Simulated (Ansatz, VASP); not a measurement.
## Cross-check of Li (Lithium) between VASP and Ansatz

Wanted: the spread between two codes on one cell, functional and k mesh. The cell is taken from a series of runs on this material, whose earlier steps may have relaxed, scaled, displaced or heated it; both programs get it as it stands.

Method: plane waves, with VASP 6.6.1 beside it; PBEsol and PBE, in Ansatz 0.2.0.

## (1) Set-up

Symmetry: Im-3m, No. 229, cubic system. The conventional cell has a = 3.434 Å, b = 3.434 Å, c = 3.434 Å, α = 90.00°, β = 90.00°, γ = 90.00°. Nearest to Li lie 8 Li at 2.97 Å.

Structure file:

```cif
data_structure
_symmetry_space_group_name_H-M 'Im-3m'
_symmetry_Int_Tables_number 229
_cell_length_a 3.4340
_cell_length_b 3.4340
_cell_length_c 3.4340
_cell_angle_alpha 90.000
_cell_angle_beta 90.000
_cell_angle_gamma 90.000
_cell_volume 40.49
loop_
_atom_site_label
_atom_site_type_symbol
_atom_site_symmetry_multiplicity
_atom_site_Wyckoff_symbol
_atom_site_fract_x
_atom_site_fract_y
_atom_site_fract_z
_atom_site_occupancy
Li1 Li 2 a 0.00000 0.00000 0.00000 1
```

## (2) VASP: relaxation of cell and atoms, PBEsol

The relaxed volume is the usual yardstick between codes: in a stiff, nearly cubic crystal its relative difference is about their pressure difference at one cell divided by the bulk modulus.

Lines of VASP's logs that name or quote its potential files are left out, and so is its time.

Input file INCAR:

```
SYSTEM = Li
PREC = Accurate
ENCUT = 750
EDIFF = 1E-07
NELM = 120
ISMEAR = 1
SIGMA = 0.2
LREAL = .FALSE.
ALGO = Normal
GGA = PS
NBANDS = 7
LORBIT = 11
LWAVE = .FALSE.
LCHARG = .FALSE.
ISIF = 3
IBRION = 2
NSW = 80
EDIFFG = -0.005
LASPH = .TRUE.
GGA_COMPAT = .FALSE.
NELMIN = 4
```

Input file POSCAR:

```
Li
1.0
   -1.7169920000      1.7169920000      1.7169920000
    1.7169920000     -1.7169920000      1.7169920000
    1.7169920000      1.7169920000     -1.7169920000
Li
1
Direct
    0.0000000000      0.0000000000      0.0000000000
```

Input file KPOINTS:

```
Automatic mesh
0
Gamma
12 12 12
0 0 0
```

PAW data sets: Li_sv (PBE family, release 64).

The run is started by

```bash
$ mpirun -np 1 vasp_std
```

Numbers of over 12 decimals in the logs are rounded to 6 here.

The log of the run:

```text
[banner, memory and clock lines left out]
running    1 mpi-ranks, on    1 nodes
 distrk:  each k-point on    1 cores,    1 groups
 distr:  one band on    1 cores,    1 groups

 POSCAR found type information on POSCAR Li
 POSCAR found :  1 types and       1 ions
|                                                                             |
|               ----> ADVICE to this user running VASP <----                  |
|                                                                             |
|     You enforced a specific xc type in the INCAR file but a different       |
|     [... a line on the potential file left out ...]
|     I HOPE YOU KNOW WHAT YOU ARE DOING!                                     |
|                                                                             |

 LDA part: xc-table for (Slater+PW92), standard interpolation
 POSCAR, INCAR and KPOINTS ok, starting setup
 FFT: planning ... GRIDC
 FFT: planning ... GRID_SOFT
 FFT: planning ... GRID
 WAVECAR not read
 entering main loop
       N       E                     dE             d eps       ncg     rms          rms(c)
DAV:   1     0.444432797379E+00    0.44443E+00   -0.87304E+02  1008   0.367E+02
DAV:   2    -0.188753580223E+01   -0.23320E+01   -0.22318E+01  1407   0.449E+01
DAV:   3    -0.196408299498E+01   -0.76547E-01   -0.76525E-01  1211   0.584E+00
DAV:   4    -0.196521715512E+01   -0.11342E-02   -0.11340E-02  1365   0.688E-01
DAV:   5    -0.196522076433E+01   -0.36092E-05   -0.36093E-05  1246   0.383E-02    0.359E-01
DAV:   6    -0.196372489280E+01    0.14959E-02   -0.63467E-04  1428   0.133E-01    0.200E-01
DAV:   7    -0.196292517932E+01    0.79971E-03   -0.13926E-03  1358   0.200E-01    0.279E-02
DAV:   8    -0.196294463846E+01   -0.19459E-04   -0.17682E-04  1134   0.830E-02    0.406E-03
DAV:   9    -0.196294410648E+01    0.53198E-06   -0.34967E-06  1379   0.135E-02    0.774E-04
DAV:  10    -0.196294349563E+01    0.61085E-06   -0.14807E-07  1134   0.226E-03    0.158E-04
DAV:  11    -0.196294335360E+01    0.14204E-06   -0.42735E-09   595   0.721E-04    0.517E-05
DAV:  12    -0.196294333099E+01    0.22602E-07   -0.10750E-09   525   0.313E-04
   1 F= -.19629433E+01 E0= -.19623946E+01  d E =-.196294E+01
 curvature:   0.00 expect dE= 0.000E+00 dE for cont linesearch  0.000E+00
 trial: gam= 0.00000 g(F)=  0.586E-63 g(S)=  0.179E-04 ort = 0.000E+00 (trialstep = 0.100E+01)
 search vector abs. value=  0.179E-04
 bond charge predicted
       N       E                     dE             d eps       ncg     rms          rms(c)
DAV:   1    -0.196296551136E+01   -0.22158E-04   -0.20984E-04  1197   0.104E-01    0.308E-02
DAV:   2    -0.196296170284E+01    0.38085E-05   -0.81199E-06  1204   0.313E-02    0.183E-02
DAV:   3    -0.196295883367E+01    0.28692E-05   -0.56321E-06  1722   0.124E-02    0.199E-03
DAV:   4    -0.196295855608E+01    0.27759E-06   -0.93755E-08   833   0.305E-03    0.289E-04
DAV:   5    -0.196295876167E+01   -0.20559E-06   -0.26619E-08   532   0.133E-03    0.156E-04
DAV:   6    -0.196295872097E+01    0.40697E-07   -0.64275E-09   525   0.792E-04
   2 F= -.19629587E+01 E0= -.19624092E+01  d E =-.153900E-04
 trial-energy change:   -0.000015  1 .order   -0.000016   -0.000018   -0.000013
 step:   3.7900(harm=  3.7900)  dis= 0.00000  next Energy=    -1.962977 (dE=-0.338E-04)
 bond charge predicted
       N       E                     dE             d eps       ncg     rms          rms(c)
DAV:   1    -0.196302894254E+01   -0.70181E-04   -0.16428E-03  1183   0.292E-01    0.860E-02
DAV:   2    -0.196299733813E+01    0.31604E-04   -0.64501E-05  1204   0.891E-02    0.512E-02
DAV:   3    -0.196297724395E+01    0.20094E-04   -0.44001E-05  1722   0.349E-02    0.561E-03
DAV:   4    -0.196297636637E+01    0.87758E-06   -0.80552E-07  1309   0.855E-03    0.748E-04
DAV:   5    -0.196297693354E+01   -0.56717E-06   -0.18198E-07  1057   0.335E-03    0.230E-04
DAV:   6    -0.196297682441E+01    0.10913E-06   -0.80194E-09   525   0.914E-04    0.800E-05
DAV:   7    -0.196297679784E+01    0.26576E-07   -0.10032E-09   525   0.355E-04
   3 F= -.19629768E+01 E0= -.19624252E+01  d E =-.334668E-04
 curvature:  -1.90 expect dE=-0.258E-09 dE for cont linesearch -0.258E-09
 trial: gam=-0.00275 g(F)=  0.704E-63 g(S)=  0.136E-09 ort = 0.493E-07 (trialstep = 0.156E+01)
 search vector abs. value=  0.100E-09
 reached required accuracy - stopping structural energy minimisation
```

Parts of OUTCAR (step 2):

```text
ion  position               nearest neighbor table
   1  0.000  0.000  0.000-

  LATTYP: Found a body centered cubic cell.
 ALAT       =     3.4339840000

 Subroutine GETGRP returns: Found 48 space group operations
 (whereof 48 operations were pure point group operations)

The static configuration has the point symmetry O_h .

 Found     72 irreducible k-points:

   k-points           NKPTS =     72   k-points in BZ     NKDIM =     72   number of bands    NBANDS=      7

   dimension x,y,z NGX =    28 NGY =   28 NGZ =   28
   dimension x,y,z NGXF=    56 NGYF=   56 NGZF=   56

   ENCUT  =  750.0 eV  55.12 Ry    7.42 a.u.   6.64  6.64  6.64*2*pi/ulx,y,z

   NELECT =       3.0000    total number of electrons

 k-points in reciprocal lattice and weights: Automatic mesh
   0.00000000  0.00000000  0.00000000       0.001
   0.08333333  0.00000000  0.00000000       0.007
   0.16666667  0.00000000  0.00000000       0.007
   0.25000000  0.00000000  0.00000000       0.007
   0.33333333  0.00000000  0.00000000       0.007
   0.41666667  0.00000000  0.00000000       0.007
   0.50000000  0.00000000  0.00000000       0.003
   0.08333333  0.08333333  0.00000000       0.014
   0.16666667  0.08333333  0.00000000       0.028
[...]
0.50000000  0.50000000  0.41666667       0.007
   0.50000000  0.50000000  0.50000000       0.001

 average (electrostatic) potential at core
       1 -64.5892

 E-fermi :   0.6401

 k-point     1 :       0.0000    0.0000    0.0000
  band No.  band energies     occupation
      1     -45.2445      2.00000
      2      -2.9305      2.00000
      3      15.3522      0.00000
      4      15.3522      0.00000
      5      15.3522      0.00000
      6      20.0930      0.00000
      7      20.0930      0.00000

 k-point     2 :       0.0833    0.0000    0.0000
  band No.  band energies     occupation
      1     -45.2431      2.00000
      2      -2.7984      2.00000
      3      14.4414      0.00000
      4      14.7215      0.00000
      5      15.1199      0.00000
      6      18.5011      0.00000
      7      18.6957      0.00000

 k-point     3 :       0.1667    0.0000    0.0000
  band No.  band energies     occupation
      1     -45.2393      2.00000
      2      -2.4021      2.00000
      3      12.0679      0.00000
      4      13.5733      0.00000
      5      14.5037      0.00000
      6      17.1433      0.00000
      7      17.6148      0.00000

  Total       -0.0000307     -0.0000307     -0.0000307     -0.0000000      0.0000000      0.0000000
  in kB       -0.0024430     -0.0024430     -0.0024430     -0.0000000      0.0000000      0.0000000
  external PRESSURE =      -0.0024430 kB  Pullay stress =       0.0000000 kB

  energy-cutoff  :      750.00
  volume of cell :       20.12
      direct lattice vectors                 reciprocal lattice vectors
    -1.713504502  1.713504502  1.713504502     0.000000000  0.291799642  0.291799642
     1.713504502 -1.713504502  1.713504502     0.291799642  0.000000000  0.291799642
     1.713504502  1.713504502 -1.713504502     0.291799642  0.291799642  0.000000000

 POSITION                                       TOTAL-FORCE (eV/Angst)
 -----------------------------------------------------------------------------------
      0.00000      0.00000      0.00000        -0.000000      0.000000     -0.000000
 -----------------------------------------------------------------------------------
    total drift:                               -0.000000     -0.000000     -0.000000

  FREE ENERGIE OF THE ION-ELECTRON SYSTEM (eV)
  ---------------------------------------------------
  free  energy   TOTEN  =        -1.9629767978 eV

  energy  without entropy=       -1.9613219707  energy(sigma->0) =       -1.96242519

 reached required accuracy - stopping structural energy minimisation

 total charge
# of ion       s       p       d       tot
------------------------------------------
    1        2.034   0.045   0.000   2.079

[... 3 further parts left out ...]
```

CONTCAR:

```
Li
   1.00000000000000
    -1.7135045016403510    1.7135045016403510    1.7135045016403510
     1.7135045016403510   -1.7135045016403510    1.7135045016403510
     1.7135045016403510    1.7135045016403510   -1.7135045016403510
  Li
     1
Direct
     0.0000000000000000    0.0000000000000000    0.0000000000000000
```

This run has no spin polarisation. Its electron count is odd, so without a moment it is a metal by construction.

## (3) Ansatz: relaxation of cell and atoms, PBEsol

Ansatz runs on its PAW soft_1 files.

The same cell, functional, mesh and smearing now go to Ansatz, which takes its cutoff from its data sets.

Input file input.yaml:

```yaml
crystal:
  lattice:
    - [-1.7169924773, 1.7169924773, 1.7169924773]
    - [1.7169924773, -1.7169924773, 1.7169924773]
    - [1.7169924773, 1.7169924773, -1.7169924773]
  atoms:
    - { symbol: Li, position: [0.0, 0.0, 0.0] }
kpoints:
  mp_grid: { grid: [12, 12, 12] }
hamiltonian:
  xc: pbesol
  pseudopotentials: { kind: paw, azcp: { folder: soft_1 }, xc_functional: pbe }
scf:
  occupations: { method: methfessel_paxton, width: 0.2 }
output:
  forces: true
  stress: true
  eigenvalues: true
relax:
  adjacent_minimum: "off"
  f_tol: 0.001
  max_steps: 60
  cell: { stress_tol: 0.01 }
```

The run is started by

```bash
$ ansatz run input.yaml --threads 16 --pin off --max-ram 92160MiB --backend cuda --events-out ev --progress --plain --runs-dir out --max-vram 78GiB
```

The log of the run:

```text
Engine: ansatz 0.2.0, aarch64-unknown-linux-gnu
Pseudopotentials: kind: paw
Pseudopotential: Li, paw, valence charge 3, recommended cutoff 420 eV (normal), soft_1/Li.paw.azcp
Functional definition: PBEsol
  exchange = pbesol_x
  correlation = pbesol_c
device memory: the entry about to start is reckoned to put 1.3 GiB on a device that reports 118.7 GiB free (of which the cap on the GPU budget leaves the run 78.0 GiB)
GPU FFT provider: cuFFT
GPU libraries: cuBLAS 13.8.1, cuFFT 12.4.0, cuSOLVER 12.3.2
GPU matrix products: emulated (plane waves: as basis.precision tells), large ones in fixed point in workspaces of 1.00 GiB
Crystal: 1 atoms, lattice volume = 20.247 Å³
Basis set: ecut = 420 eV, 381 PW (Γ), exchange–correlation on 40×40×40 points (8 copies of the dense FFT grid, shifted against one another)
Bands: 6, of which v1, the nominal top of the filled ones, is band 2 counted from 1 (1 counted from 0)
Symmetry: 48 space group operations
Space group: Im-3m (ITA 229), of the structure as read, at distance tolerance 2.7e-5 Å
k-points: 72 of 1728
Non-local potential: Li, projectors of the file, l = 0: 3, l = 1: 2, l = 2: 1
PAW form: soft (Blöchl's): semilocal exchange-correlation on the pseudo side does not see the compensation charge
PAW one-centre angular grid: Li, 110 points (default); XC on 64 Gauss nodes
Initial density: superposition of atomic densities (chi_scale 0.1, normalization cell)
Initial wavefunctions: pseudopotential atomic-orbital guess
GPU buffer pool allocated for 8000 grid points (all kernels)
GPU transforms: local potential and band sums: pruned to the plane-wave sphere, on 20×20×20
Functional: x = pbesol(κ = 0.804, μ = 0.123457), c = pbesol(β = 0.046)
SCF iter   1: F=—  HF=-203.000158 eV  |F-HF|=—  |Δ(HF+E_count)|=         —  Δρ=4.12e-3  dr2=3.91e-3  ethr=3.10e-3  ⟨swp⟩=4.3  Hψ=3272  notcnv=0
preconditioner: auto → none  [metal: Δε(μ)=0.055 eV  Ē_g=10.696 eV  σ=0.200 eV  W_gap=0.23  n_scr=0 (ndim 8)  ℏωp=8.3 eV  f_vac=0.000  D(μ)=0.69/eV (n_scr^D=0)]
SCF iter   2: F=—  HF=-202.994629 eV  |F-HF|=—  |Δ(HF+E_count)|=   5.53e-3  S|Δr|=    0.00e0  Δρ=1.86e-3  dr2=8.93e-4  ethr=1.30e-4  ⟨swp⟩=1.1  Hψ=1018  notcnv=0
SCF iter   3: F=—  HF=-202.994226 eV  |F-HF|=—  |Δ(HF+E_count)|=   4.03e-4  S|Δr|=    0.00e0  Δρ=1.65e-4  dr2=2.80e-6  ethr=2.98e-5  ⟨swp⟩=2.0  Hψ=504  notcnv=0
SCF iter   4: F=—  HF=-202.994229 eV  |F-HF|=—  |Δ(HF+E_count)|=   3.36e-6  S|Δr|=    0.00e0  Δρ=1.13e-5  dr2=1.31e-8  ethr=3.33e-9  ⟨swp⟩=4.5  Hψ=2822  notcnv=0
SCF iter   5: F=-202.994229 eV  HF=-202.994229 eV  |F-HF|=1.53e-10  |Δ(HF+E_count)|=   1.96e-8  S|Δr|=    0.00e0  Δρ=7.85e-7  dr2=5.80e-11  ethr=4.36e-10  ⟨swp⟩=1.0  Hψ=1189  notcnv=0
SCF 1 converged in 5 iterations: F = -202.994229 eV  dr2 = 5.80e-11
  greatest PAW one-centre occupation: 1.000 electrons in one spin orbital (limit 2), on the Li atom at site 0 (counted from 0), in its partial waves of l = 0
relax step   1: F+E_penalty+E_count = -202.99422926 eV  Δ(F+E_penalty+E_count) = +0.000e0 eV  max|allowed force component| = 0.000e0 eV/Å  Δτ_max = 0.0000 Å  P = +0.034 GPa  Ω = 20.247 Å³  (5 SCF iters, dr2 threshold 1.00e-7 eV, accepted)
[...]
relax step   2: F+E_penalty+E_count = -202.99423285 eV  Δ(F+E_penalty+E_count) = -3.592e-6 eV  max|allowed force component| = 0.000e0 eV/Å  Δτ_max = 0.0000 Å  P = +0.019 GPa  Ω = 20.270 Å³  energy of the carried Pulay correction = -2.242e-7 eV  (2 SCF iters, dr2 threshold 2.94e-9 eV, accepted)
[...]
relax step   3: F+E_penalty+E_count = -202.99423418 eV  Δ(F+E_penalty+E_count) = -1.332e-6 eV  max|allowed force component| = 0.000e0 eV/Å  Δτ_max = 0.0000 Å  P = -0.000 GPa  Ω = 20.298 Å³  energy of the carried Pulay correction = -4.930e-7 eV  (3 SCF iters, dr2 threshold 8.74e-10 eV, accepted)
[...]
relax step   4: F+E_penalty+E_count = -202.99423465 eV  Δ(F+E_penalty+E_count) = -4.709e-7 eV  max|allowed force component| = 0.000e0 eV/Å  Δτ_max = 0.0000 Å  P = -0.000 GPa  Ω = 20.298 Å³  stress off target by 1.86e-4 GPa  SCF on the basis re-selected at this cell (its energy is not comparable with the rows above)  (3 SCF iters)
basis re-selected at this cell: Δ(F+E_penalty+E_count) = -4.709e-7 eV, ΔP = -0.000 GPa vs the last step (what re-selecting the basis moved, of the pressure what is left beyond the Pulay correction that the steps carried, after the strain that the cell walked since its last selection, with what the two solves' SCF thresholds leave and, on support functions, any second-order correction that the steps lacked; it is no measure of the basis error at this ecutwfc). This SCF's stress stands 1.86e-4 GPa from its target on what of the cell is left free (relax.cell.stress_tol is 1.00e-2 GPa) and its largest allowed force component is 0.00e0 eV/Å (relax.f_tol is 1.00e-3 eV/Å): [rest of the remark cut]
SCF converged after 3 iterations
Stability not checked: this state was not tested for a lower state beside it, because cold or Methfessel-Paxton smearing, or corrected tetrahedra, fill the levels in a way that the test cannot read (fill_not_monotonic; see scf.lower_state_search)
Free energy (F): -202.994235 eV
Harris-Foulkes:  -202.994235 eV  (|F-HF|=2.27e-13)
Internal energy: -202.992596 eV  (E = F + TS)
E sigma→0 (E₀):  -202.993825 eV
Entropy (-TS):   -0.001639 eV (-1.639 meV/atom)
Fermi energy:    0.996280 eV
--- Per-component energies (eV) ---
  E_band       = -90.221795
  E_kinetic    = 15.615422
  E_local      = -139.894062  (includes V_loc(G=0)·N_el)
  E_nonlocal   = -19.711723
  E_hartree    = 40.264126
  E_xc         = -8.110972
  E_vxc        = -10.515342  (∫ρ·V_xc dr)
  E_paw        = -22.541740  (= ΣΔE_a)
  E_vpaw       = -16.244594  (= ΣTr[D̂ρ^β])
  E_aug_tail   = 0.000251  (compensation charges beyond the density's cutoff)
  E_ewald      = -68.613900
  E_smearing   = -0.001639  (= −TS)
  E_closure    = 0.000000  (closes the sum)
  Σ components = -202.994235   (vs F -202.994235, Δ=0.00e0)
--- Forces (eV/Å), atoms counted from 1 ---
  atom   1  Li     0.00000000     0.00000000    -0.00000000
  max |Σ_I F_I| component: 1.31e-29 eV/Å
--- Stress (GPa, compression-positive) ---
       -0.000186       0.000000       0.000000
       -0.000000      -0.000186       0.000000
        0.000000      -0.000000      -0.000186
  P = ⅓ Tr σ = -0.0002 GPa (-0.002 kbar)
--- Band table (eV; the first three rows and the last of 72) ---
  k-point 0: bands = ["-44.9411", "-2.5624", "15.6604", "15.6604", "15.6604", "20.3058"]
  k-point 1: bands = ["-44.9397", "-2.4310", "14.7416", "15.0257", "15.4263", "18.7509"]
  k-point 2: bands = ["-44.9360", "-2.0363", "12.3660", "13.8767", "14.8065", "17.3893"]
  k-point 71: bands = ["-44.9070", "6.5268", "6.5268", "6.5268", "8.7594", "8.7594"]
--- Relaxed structure (3 steps of the walk, 3 accepted, 1 SCFs on fresh bases) ---
  F+E_penalty+E_count = -202.99423465 eV   max|allowed force component| = 0.000e0 eV/Å   (the final SCF, on the basis selected at the relaxed cell)
  cell:  # Å, volume = 20.2981 Å³
    - [-1.718431, 1.718431, 1.718431]
    - [1.718431, -1.718431, 1.718431]
    - [1.718431, 1.718431, -1.718431]
  atoms:
    - { symbol: Li, position: [0.0, 0.0, 0.0] }
```

Reading the cycles: dr2 is the Hartree energy of the density residual (eV), the measure of convergence; HF is the Harris–Foulkes estimate of the energy, which meets the free energy F at convergence.

## (4) Differences

Known differences besides the potentials themselves: the cutoff is 420 eV in Ansatz and 750 eV in VASP; Ansatz adds a Pulay correction to the stress that steers its cell, VASP none. Total energies have different zeros and are not compared.

Compared:

| quantity | Ansatz | VASP | difference |
| --- | --- | --- | --- |
| volume (Å³) | 20.30 | 20.12 | +0.87 % |
| edge a after relaxation, in the typed setting (Å) | 2.976 | 2.968 | +0.29 % |

(Continued in part 2 of 2.)

[Lines on the potential files, build, host, timing and source positions are cut from VASP's logs without a mark.]

[Logs are printed without paths, hosts, clocks, repeated set-up lines and the standing remarks that a program may print on its own settings, such as how far it seeks lower states.]

[Hosts, paths, dates, database ids (printed as entryN), source tags and the programs' standing remarks are cut or masked in the printed files.]
